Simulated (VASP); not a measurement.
Here is the system:

```xyz
2
Lattice="3.7242 0.0000 0.0000 0.0000 3.7242 0.0000 0.0000 0.0000 3.7242" Properties=species:S:1:pos:R:3 pbc="T T T"
Cs     0.0000     0.0000     0.0000
H      1.8621     1.8621     1.8621
```

Computed with PBEsol GGA, VASP's PBE PAW potentials (set 64) (plane waves; VASP). Numerical set-up: 400 eV cut-off, 9×9×9 Γ-centred mesh, Gaussian smearing of 0.010 eV, potentials Cs_sv H.

The job: CsH (space group Pm-3m), 2 atoms, PBEsol, optics run with many empty bands, 400 eV, 9×9×9 Γ-centred mesh. Roughly how much core time does it take on a busy server core?

About 10 core-seconds (one run on a shared machine, a rough figure). It had 35 irreducible k-points, 27 bands, up to 952 plane waves and 13 electronic steps.

The structure comes from a computed database's CsH entry (Pm-3m); how it stands against other phases isn't given here. It was relaxed first, which changed the volume by -7 %.
